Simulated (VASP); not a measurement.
Input:

```xyz
1
Lattice="0.0000 2.7258 2.7258 2.7258 0.0000 2.7258 2.7258 2.7258 0.0000" Properties=species:S:1:pos:R:3 pbc="T T T"
Ca     0.0000     0.0000     0.0000
```

Level of theory: optB88-vdW, VASP's PBE PAW potentials (set 64) (plane waves; VASP 6.6.1). Settings: 520 eV cut-off, 10×10×10 Γ-centred mesh, first-order Methfessel-Paxton smearing of 0.10 eV, potentials Ca_sv.

### Question
Predict the energy per atom (σ→0), band gap (on the k-mesh) with the smallest direct gap where there is one.

### Answer

```
Item                                                        Result
------------------------  ----------------------------------------
band gap (on the k-mesh)  none (metal, semimetal or under 0.01 eV)
energy per atom (σ→0)                                0.563 eV/atom
```

The compound is Ca in the fcc structure. It was relaxed first, which changed the volume by -7 %. The start is the result of an earlier pass.
